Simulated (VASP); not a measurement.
Data:

```
CELL_PARAMETERS angstrom
      3.79217     0.00000     0.00000
      0.00000     3.79217     0.00000
      0.00000     0.00000     3.79202
ATOMIC_POSITIONS crystal
  Ba 0.00000 0.00000 0.99294
  Ti 0.50000 0.50000 0.49347
  O  0.50000 0.50000 0.99262
  O  0.00000 0.50000 0.49248
  O  0.50000 0.00000 0.49248
```

Method: PBE GGA, VASP's PBE PAW potentials (set 64) (plane waves; VASP). Settings: 620 eV cut-off, 6×6×6 Γ-centred mesh, Gaussian smearing of 0.050 eV, potentials Ba_sv Ti_sv O.

Unless said otherwise, spin-orbit coupling is left out, though it shifts the bands of the heavy elements here.

Question: Estimate the energy per atom (σ→0), pressure, band gap (on the k-mesh) with the smallest direct gap where there is one.

Answer: 
- band gap (on the k-mesh) = 1.99 eV
- smallest direct gap (on the k-mesh) = 1.99 eV
- energy per atom (σ→0) = -7.732 eV/atom
- pressure = 45.03 GPa

The compound is BaTiO3 in the tetragonal perovskite structure. It was relaxed first under an external pressure of 45 GPa.
